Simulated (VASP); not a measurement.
# TiAl3 with r2SCAN + rVV10: from relaxation to properties, part 6 of 6

Wanted: the relaxed cell of TiAl3 and its properties. The start is a computed cell from the Materials Project.

VASP 6.6.1; r2SCAN with rVV10; plane waves and PAW (Ti_sv, Al).

Still holding for the runs below: This run has no spin polarisation. Its electron count is odd, so without a moment it is a metal by construction. The k-mesh is coarse for a metal.

So far. Step 9 (Volume scan with r2SCAN + rVV10 (run 3)): The run ends at a pressure of 2.46 GPa.

### Step 10. Volume scan with r2SCAN + rVV10 (run 4)

The input, INCAR:

```
SYSTEM = TiAl3
PREC = Accurate
ENCUT = 400
EDIFF = 1E-06
NELM = 100
ISMEAR = 1
SIGMA = 0.2
LREAL = .FALSE.
ALGO = Normal
METAGGA = R2SCAN
LUSE_VDW = .TRUE.
IVDW_NL = 2
BPARAM = 11.95
CPARAM = 0.0093
LASPH = .TRUE.
NBANDS = 16
LORBIT = 11
LWAVE = .FALSE.
LCHARG = .FALSE.
KPAR = 4
ISIF = 2
```

The input, POSCAR:

```
TiAl3
1.0
    0.0000000000     -3.8132887164      0.0000000000
   -3.8132887164      0.0000000000      0.0000000000
    1.9066443582     -1.9066443582     -4.2788394424
Ti Al
1 3
Direct
    0.0000000000      0.0000000000      0.0000000000
    0.5000000000      0.5000000000      0.0000000000
    0.7500000000      0.7500000000      0.5000000000
    0.2500000000      0.2500000000      0.5000000000
```

The input, KPOINTS:

```
Automatic mesh
0
Gamma
7 7 7
0 0 0
```

Potentials, in the order of the species: Ti_sv and Al (PBE family, release 64).

Launch:

```sh
mpirun -np 4 vasp_std
```

What it wrote:

```text
[... set-up lines as in an earlier step ...]
 entering main loop
       N       E                     dE             d eps       ncg     rms          rms(c)
Total rVV10 correction in eV:      0.4953401    27.5390959
Total rVV10 correction in eV:      0.4953401    27.5390959
Total rVV10 correction in eV:      0.4953401    27.5390959
Total rVV10 correction in eV:      0.4953401    27.5390959
DAV:   1     0.881973023213E+02    0.88197E+02   -0.83884E+03  1280   0.104E+03
DAV:   2    -0.318145733747E+02   -0.12001E+03   -0.11786E+03  1360   0.287E+02
[... 1 cycle as in an earlier step ...]
DAV:   4    -0.395457766381E+02   -0.17165E+00   -0.17157E+00  1464   0.974E+00
DAV:   5    -0.395520854249E+02   -0.63088E-02   -0.63086E-02  2160   0.185E+00    0.130E+01
Total rVV10 correction in eV:      0.4741707    27.5390953
Total rVV10 correction in eV:      0.4741707    27.5390953
Total rVV10 correction in eV:      0.4741707    27.5390953
Total rVV10 correction in eV:      0.4741707    27.5390953
DAV:   6    -0.347531350369E+02    0.47990E+01   -0.22200E+01  1808   0.458E+01    0.573E+00
[...]
Total rVV10 correction in eV:      0.4743358    27.5390952
DAV:  11    -0.344279514849E+02    0.93775E-04   -0.14789E-03  1920   0.282E-01    0.268E-02
Total rVV10 correction in eV:      0.4743535    27.5390952
Total rVV10 correction in eV:      0.4743535    27.5390952
Total rVV10 correction in eV:      0.4743535    27.5390952
Total rVV10 correction in eV:      0.4743535    27.5390952
DAV:  12    -0.344279405816E+02    0.10903E-04   -0.89776E-05  1616   0.602E-02    0.681E-03
Total rVV10 correction in eV:      0.4743419    27.5390952
Total rVV10 correction in eV:      0.4743419    27.5390952
Total rVV10 correction in eV:      0.4743419    27.5390952
Total rVV10 correction in eV:      0.4743419    27.5390952
DAV:  13    -0.344279397863E+02    0.79521E-06   -0.57134E-06  1616   0.227E-02
Total rVV10 correction in eV:      0.4743382    27.5390952
Total rVV10 correction in eV:      0.4743382    27.5390952
Total rVV10 correction in eV:      0.4743382    27.5390952
Total rVV10 correction in eV:      0.4743382    27.5390952
Total rVV10 correction in eV:      0.4743406    27.5390952
Total rVV10 correction in eV:      0.4743406    27.5390952
Total rVV10 correction in eV:      0.4743406    27.5390952
Total rVV10 correction in eV:      0.4743406    27.5390952
   1 F= -.34427940E+02 E0= -.34428430E+02  d E =0.147208E-02
```

Wall time 36 s (4 MPI ranks of Intel Xeon 6975P-C (Granite Rapids), shared host); peak memory 1.1 GiB; 2.3 min of CPU time.

Parts of OUTCAR (step 10):

```text
  Total       -0.0116258     -0.0116258     -0.0001216     -0.0000000      0.0000000      0.0000000
  in kB       -0.2993704     -0.2993704     -0.0031320     -0.0000000      0.0000000      0.0000000
  external PRESSURE =      -0.2006243 kB  Pullay stress =       0.0000000 kB

 POSITION                                       TOTAL-FORCE (eV/Angst)
 -----------------------------------------------------------------------------------
      0.00000      0.00000      0.00000        -0.000000     -0.000000      0.000000
     -1.90664     -1.90664      0.00000        -0.000000     -0.000000      0.000000
     -1.90664     -3.81329     -2.13942         0.000000      0.000000      0.000000
      0.00000     -1.90664     -2.13942        -0.000000     -0.000000     -0.000000
 -----------------------------------------------------------------------------------
    total drift:                                0.000000     -0.000000      0.000000

  FREE ENERGIE OF THE ION-ELECTRON SYSTEM (eV)
  ---------------------------------------------------
  free  energy   TOTEN  =       -34.4279397863 eV

  energy  without entropy=      -34.4294118710  energy(sigma->0) =      -34.42843048

[... 2 parts as in an earlier step ...]

[... 1 further part left out ...]
[key lines of the parts left out:]
E-fermi :   8.4106
```

The pressure falls from 2.46 to -0.02 GPa.

The run ends at a pressure of -0.02 GPa.

### Step 11. Volume scan with r2SCAN + rVV10 (run 5)

INCAR is that of step 10.

The input, POSCAR:

```
TiAl3
1.0
    0.0000000000     -3.8385430200      0.0000000000
   -3.8385430200      0.0000000000      0.0000000000
    1.9192715100     -1.9192715100     -4.3071769533
Ti Al
1 3
Direct
    0.0000000000      0.0000000000      0.0000000000
    0.5000000000      0.5000000000      0.0000000000
    0.7500000000      0.7500000000      0.5000000000
    0.2500000000      0.2500000000      0.5000000000
```

KPOINTS is that of step 10.

Launch:

```sh
mpirun -np 4 vasp_std
```

What it wrote:

```text
[... set-up lines as in an earlier step ...]
 entering main loop
       N       E                     dE             d eps       ncg     rms          rms(c)
Total rVV10 correction in eV:      0.4992081    27.5390959
Total rVV10 correction in eV:      0.4992081    27.5390959
Total rVV10 correction in eV:      0.4992081    27.5390959
Total rVV10 correction in eV:      0.4992081    27.5390959
DAV:   1     0.924849360253E+02    0.92485E+02   -0.83882E+03  1280   0.104E+03
DAV:   2    -0.316163179343E+02   -0.12410E+03   -0.12196E+03  1352   0.290E+02
DAV:   3    -0.393868082877E+02   -0.77705E+01   -0.76884E+01  2152   0.677E+01
DAV:   4    -0.395711219235E+02   -0.18431E+00   -0.18413E+00  1480   0.104E+01
DAV:   5    -0.395800969400E+02   -0.89750E-02   -0.89747E-02  2144   0.209E+00    0.128E+01
Total rVV10 correction in eV:      0.4777907    27.5390957
Total rVV10 correction in eV:      0.4777907    27.5390957
Total rVV10 correction in eV:      0.4777907    27.5390957
Total rVV10 correction in eV:      0.4777907    27.5390957
[...]
Total rVV10 correction in eV:      0.4779592    27.5390957
DAV:  12    -0.344205666843E+02    0.12568E-04   -0.90433E-05  1536   0.566E-02    0.948E-03
Total rVV10 correction in eV:      0.4779450    27.5390957
Total rVV10 correction in eV:      0.4779450    27.5390957
Total rVV10 correction in eV:      0.4779450    27.5390957
Total rVV10 correction in eV:      0.4779450    27.5390957
DAV:  13    -0.344205651449E+02    0.15394E-05   -0.91553E-06  1712   0.275E-02    0.249E-03
Total rVV10 correction in eV:      0.4779423    27.5390957
Total rVV10 correction in eV:      0.4779423    27.5390957
Total rVV10 correction in eV:      0.4779423    27.5390957
Total rVV10 correction in eV:      0.4779423    27.5390957
DAV:  14    -0.344205650784E+02    0.66527E-07   -0.62480E-07  1016   0.854E-03
Total rVV10 correction in eV:      0.4779403    27.5390957
Total rVV10 correction in eV:      0.4779403    27.5390957
Total rVV10 correction in eV:      0.4779403    27.5390957
Total rVV10 correction in eV:      0.4779403    27.5390957
Total rVV10 correction in eV:      0.4779415    27.5390957
Total rVV10 correction in eV:      0.4779415    27.5390957
Total rVV10 correction in eV:      0.4779415    27.5390957
Total rVV10 correction in eV:      0.4779415    27.5390957
   1 F= -.34420565E+02 E0= -.34421044E+02  d E =0.143783E-02
```

It took 38 s on 4 MPI ranks; peak memory 1.2 GiB; 2.4 min of CPU time.

OUTCAR, selected parts (step 11):

```text
  Total       -0.9082952     -0.9082952     -0.8511901      0.0000000      0.0000000      0.0000000
  in kB      -22.9304229    -22.9304229    -21.4887730      0.0000000      0.0000000      0.0000000
  external PRESSURE =     -22.4498730 kB  Pullay stress =       0.0000000 kB

 POSITION                                       TOTAL-FORCE (eV/Angst)
 -----------------------------------------------------------------------------------
      0.00000      0.00000      0.00000        -0.000000      0.000000      0.000000
     -1.91927     -1.91927      0.00000        -0.000000      0.000000      0.000000
     -1.91927     -3.83854     -2.15359         0.000000      0.000000      0.000000
      0.00000     -1.91927     -2.15359        -0.000000     -0.000000     -0.000000
 -----------------------------------------------------------------------------------
    total drift:                                0.000000     -0.000000      0.000000

  FREE ENERGIE OF THE ION-ELECTRON SYSTEM (eV)
  ---------------------------------------------------
  free  energy   TOTEN  =       -34.4205650784 eV

  energy  without entropy=      -34.4220029129  energy(sigma->0) =      -34.42104436

[... 1 part as in an earlier step ...]

[... 2 further parts left out ...]
[key lines of the parts left out:]
E-fermi :   8.2124
```

The pressure falls from -0.02 to -2.24 GPa.

The run ends at a pressure of -2.24 GPa.

### Step 12. Volume scan with r2SCAN + rVV10 (run 6)

INCAR is that of step 11.

The input, POSCAR:

```
TiAl3
1.0
    0.0000000000     -3.8634693225      0.0000000000
   -3.8634693225      0.0000000000      0.0000000000
    1.9317346613     -1.9317346613     -4.3351464185
Ti Al
1 3
Direct
    0.0000000000      0.0000000000      0.0000000000
    0.5000000000      0.5000000000      0.0000000000
    0.7500000000      0.7500000000      0.5000000000
    0.2500000000      0.2500000000      0.5000000000
```

KPOINTS is that of step 11.

Launch:

```sh
mpirun -np 4 vasp_std
```

What it wrote:

```text
[... set-up lines as in an earlier step ...]
 entering main loop
       N       E                     dE             d eps       ncg     rms          rms(c)
Total rVV10 correction in eV:      0.5029923    27.5390959
Total rVV10 correction in eV:      0.5029923    27.5390959
Total rVV10 correction in eV:      0.5029923    27.5390959
Total rVV10 correction in eV:      0.5029923    27.5390959
DAV:   1     0.888316342776E+02    0.88832E+02   -0.83642E+03  1280   0.103E+03
DAV:   2    -0.316467823073E+02   -0.12048E+03   -0.11846E+03  1352   0.287E+02
DAV:   3    -0.394076362028E+02   -0.77609E+01   -0.75391E+01  2104   0.660E+01
DAV:   4    -0.395847076948E+02   -0.17707E+00   -0.17691E+00  1544   0.101E+01
DAV:   5    -0.395920531292E+02   -0.73454E-02   -0.73451E-02  2104   0.194E+00    0.126E+01
Total rVV10 correction in eV:      0.4813248    27.5390963
Total rVV10 correction in eV:      0.4813248    27.5390963
Total rVV10 correction in eV:      0.4813248    27.5390963
Total rVV10 correction in eV:      0.4813248    27.5390963
[...]
Total rVV10 correction in eV:      0.4814719    27.5390964
DAV:  12    -0.343967523114E+02    0.14107E-04   -0.10244E-04  1656   0.595E-02    0.122E-02
Total rVV10 correction in eV:      0.4814555    27.5390964
Total rVV10 correction in eV:      0.4814555    27.5390964
Total rVV10 correction in eV:      0.4814555    27.5390964
Total rVV10 correction in eV:      0.4814555    27.5390964
DAV:  13    -0.343967495597E+02    0.27517E-05   -0.12752E-05  1648   0.309E-02    0.403E-03
Total rVV10 correction in eV:      0.4814513    27.5390964
Total rVV10 correction in eV:      0.4814513    27.5390964
Total rVV10 correction in eV:      0.4814513    27.5390964
Total rVV10 correction in eV:      0.4814513    27.5390964
DAV:  14    -0.343967497334E+02   -0.17375E-06   -0.13009E-06  1096   0.121E-02
Total rVV10 correction in eV:      0.4814491    27.5390964
Total rVV10 correction in eV:      0.4814491    27.5390964
Total rVV10 correction in eV:      0.4814491    27.5390964
Total rVV10 correction in eV:      0.4814491    27.5390964
Total rVV10 correction in eV:      0.4814505    27.5390964
Total rVV10 correction in eV:      0.4814505    27.5390964
Total rVV10 correction in eV:      0.4814505    27.5390964
Total rVV10 correction in eV:      0.4814505    27.5390964
   1 F= -.34396750E+02 E0= -.34397212E+02  d E =0.138806E-02
```

Run time: 39 s. Hardware: 4 MPI ranks; peak memory 1.2 GiB.

Parts of OUTCAR (step 12):

```text
  Total       -1.7563100     -1.7563100     -1.6540174      0.0000000     -0.0000000      0.0000000
  in kB      -43.4863588    -43.4863588    -40.9535863      0.0000000     -0.0000000      0.0000000
  external PRESSURE =     -42.6421013 kB  Pullay stress =       0.0000000 kB

 POSITION                                       TOTAL-FORCE (eV/Angst)
 -----------------------------------------------------------------------------------
      0.00000      0.00000      0.00000         0.000000     -0.000000      0.000000
     -1.93173     -1.93173      0.00000         0.000000     -0.000000      0.000000
     -1.93173     -3.86347     -2.16757         0.000000     -0.000000      0.000000
      0.00000     -1.93173     -2.16757        -0.000000      0.000000      0.000000
 -----------------------------------------------------------------------------------
    total drift:                                0.000000     -0.000000      0.000000

  FREE ENERGIE OF THE ION-ELECTRON SYSTEM (eV)
  ---------------------------------------------------
  free  energy   TOTEN  =       -34.3967497334 eV

  energy  without entropy=      -34.3981377899  energy(sigma->0) =      -34.39721242

[... 1 part as in an earlier step ...]

[... 2 further parts left out ...]
[key lines of the parts left out:]
E-fermi :   8.0205
```

The pressure falls from -2.24 to -4.26 GPa.

The run ends at a pressure of -4.26 GPa.

### Step 13. Volume scan with r2SCAN + rVV10 (run 7)

A prediction first. A parabola through the 6 pressures of evenly scaled cells so far, P = -0.02 -117.7 t +242 t² GPa with t = ln(V/V₁) and V₁ the volume at scale 1, gives -6.05 GPa at t = +0.0583.

INCAR is that of step 12.

The input, POSCAR:

```
TiAl3
1.0
    0.0000000000     -3.8880780708      0.0000000000
   -3.8880780708      0.0000000000      0.0000000000
    1.9440390354     -1.9440390354     -4.3627595606
Ti Al
1 3
Direct
    0.0000000000      0.0000000000      0.0000000000
    0.5000000000      0.5000000000      0.0000000000
    0.7500000000      0.7500000000      0.5000000000
    0.2500000000      0.2500000000      0.5000000000
```

KPOINTS is that of step 12.

Launch:

```sh
mpirun -np 4 vasp_std
```

What it wrote:

```text
[... set-up lines as in an earlier step ...]
 entering main loop
       N       E                     dE             d eps       ncg     rms          rms(c)
Total rVV10 correction in eV:      0.5066969    27.5390959
Total rVV10 correction in eV:      0.5066969    27.5390959
Total rVV10 correction in eV:      0.5066969    27.5390959
Total rVV10 correction in eV:      0.5066969    27.5390959
DAV:   1     0.879803164843E+02    0.87980E+02   -0.83948E+03  1280   0.103E+03
DAV:   2    -0.320310210079E+02   -0.12001E+03   -0.11821E+03  1352   0.285E+02
DAV:   3    -0.394228634505E+02   -0.73918E+01   -0.72768E+01  2168   0.662E+01
DAV:   4    -0.395827418585E+02   -0.15988E+00   -0.15983E+00  1440   0.962E+00
DAV:   5    -0.395895175212E+02   -0.67757E-02   -0.67754E-02  2160   0.186E+00    0.124E+01
Total rVV10 correction in eV:      0.4847788    27.5390967
Total rVV10 correction in eV:      0.4847788    27.5390967
Total rVV10 correction in eV:      0.4847788    27.5390967
Total rVV10 correction in eV:      0.4847788    27.5390967
[...]
Total rVV10 correction in eV:      0.4848955    27.5390969
DAV:  12    -0.343578351459E+02    0.16810E-04   -0.13098E-04  1624   0.673E-02    0.137E-02
Total rVV10 correction in eV:      0.4848784    27.5390969
Total rVV10 correction in eV:      0.4848784    27.5390969
Total rVV10 correction in eV:      0.4848784    27.5390969
Total rVV10 correction in eV:      0.4848784    27.5390969
DAV:  13    -0.343578313447E+02    0.38012E-05   -0.14310E-05  1704   0.319E-02    0.565E-03
Total rVV10 correction in eV:      0.4848723    27.5390969
Total rVV10 correction in eV:      0.4848723    27.5390969
Total rVV10 correction in eV:      0.4848723    27.5390969
Total rVV10 correction in eV:      0.4848723    27.5390969
DAV:  14    -0.343578316666E+02   -0.32189E-06   -0.24722E-06  1368   0.158E-02
Total rVV10 correction in eV:      0.4848694    27.5390969
Total rVV10 correction in eV:      0.4848694    27.5390969
Total rVV10 correction in eV:      0.4848694    27.5390969
Total rVV10 correction in eV:      0.4848694    27.5390969
Total rVV10 correction in eV:      0.4848711    27.5390969
Total rVV10 correction in eV:      0.4848711    27.5390969
Total rVV10 correction in eV:      0.4848711    27.5390969
Total rVV10 correction in eV:      0.4848711    27.5390969
   1 F= -.34357832E+02 E0= -.34358273E+02  d E =0.132415E-02
```

Elapsed: 39 s, on 4 MPI ranks; peak memory 1.1 GiB.

From OUTCAR (step 13):

```text
  Total       -2.5568819     -2.5568819     -2.4091345      0.0000000      0.0000000      0.0000000
  in kB      -62.1140753    -62.1140753    -58.5248625      0.0000000      0.0000000      0.0000000
  external PRESSURE =     -60.9176710 kB  Pullay stress =       0.0000000 kB

 POSITION                                       TOTAL-FORCE (eV/Angst)
 -----------------------------------------------------------------------------------
      0.00000      0.00000      0.00000        -0.000000     -0.000000      0.000000
     -1.94404     -1.94404      0.00000        -0.000000     -0.000000      0.000000
     -1.94404     -3.88808     -2.18138        -0.000000      0.000000     -0.000000
      0.00000     -1.94404     -2.18138         0.000000     -0.000000      0.000000
 -----------------------------------------------------------------------------------
    total drift:                                0.000000     -0.000000      0.000000

  FREE ENERGIE OF THE ION-ELECTRON SYSTEM (eV)
  ---------------------------------------------------
  free  energy   TOTEN  =       -34.3578316666 eV

  energy  without entropy=      -34.3591558135  energy(sigma->0) =      -34.35827305

[... 1 part as in an earlier step ...]

[... 2 further parts left out ...]
[key lines of the parts left out:]
E-fermi :   7.8348
```

The pressure falls from -4.26 to -6.09 GPa. The parabola predicted -6.05 GPa, +0.04 GPa off.

### Step 14. Comparing the runs

Times are for 4 MPI ranks of Intel Xeon 6975P-C (Granite Rapids), shared host. The series side by side:

| no. | volume scale | energy above the lowest point (meV/atom) | pressure (GPa) | time | memory (GiB) |
| --- | --- | --- | --- | --- | --- |
| 1 | 0.94 | 23.99 | 8.193 | 23 s | 0.94 |
| 2 | 0.96 | 10.61 | 5.187 | 39 s | 1.1 |
| 3 | 0.98 | 2.77 | 2.462 | 37 s | 1.2 |
| 4 | 1 | 0 | -0.02006 | 36 s | 1.1 |
| 5 | 1.02 | 1.85 | -2.245 | 38 s | 1.2 |
| 6 | 1.04 | 7.8 | -4.264 | 39 s | 1.2 |
| 7 | 1.06 | 17.54 | -6.092 | 39 s | 1.1 |

### Step 15. Fit for r2SCAN + rVV10

This step: Birch-Murnaghan fit, r2SCAN with rVV10; plane waves and PAW (VASP 6.6.1).

Derived from the runs above.

Numbers from this step:

```
pressure derivative of the bulk modulus : 3.911
r.m.s. error of the fit                 : 9.78e-6 eV/atom
minimum inside the sampled range        : yes
bulk modulus                            : 117.1 GPa
equilibrium volume of the fit           : 15.58 Å³/atom
```

The energy above the fitted minimum by volume:

| volume (Å³/atom) | energy above the fitted minimum (eV/atom) |
| --- | --- |
| 14.621 | 0.0240 |
| 14.933 | 0.0106 |
| 15.244 | 0.00278 |
| 15.555 | 1.6e-6 |
| 15.866 | 0.00185 |
| 16.177 | 0.00781 |
| 16.488 | 0.0175 |

The fitted volume lies +0.17 % from the relaxed one. At a finite cutoff and mesh the minimum of the energy and the zero of the stress don't quite coincide, and the relaxation stops at a threshold.

### Step 16. Outcome

- relaxed volume: 15.55 Å³/atom
- relaxed conventional cell a, b, c: 3.813, 3.813, 8.558 Å
- space group after relaxing, within 0.02 Å: I4/mmm (No. 139)
- band gap: none, a metal
- DOS at the Fermi level: 1.56 states/eV/cell
- bulk modulus from the fit: 117 GPa
- volume from the fit: 15.6 Å³/atom

**Reading.** With r2SCAN + rVV10, TiAl3 relaxes to 15.55 Å³/atom in space group I4/mmm (held by the symmetry of the run), comes out as a metal and has a bulk modulus of 117 GPa at fixed shape and positions, an upper bound. Band structure (r2SCAN + rVV10): Of the bands kept, 3 cross the Fermi level on this path. The k-sampling is coarse for a metal, so the Fermi level, pressures and the shape of the cell carry errors. With an odd electron count and no spin the cell is a metal by construction. No search among competing phases was made, and a listed structure need not be the one stable at ambient conditions. All values are for a static lattice at zero temperature.

[Lines on the potential files, build, host, timing and source positions are cut from VASP's logs without a mark.]

[Logs are printed without paths, hosts, clocks, repeated set-up lines and the standing remarks that a program may print on its own settings, such as how far it seeks lower states.]

[Hosts, paths, dates, database ids (printed as entryN), source tags and the programs' standing remarks are cut or masked in the printed files.]

[A measured line is paired with the nearest computed mode of its activity, which favours agreement.]
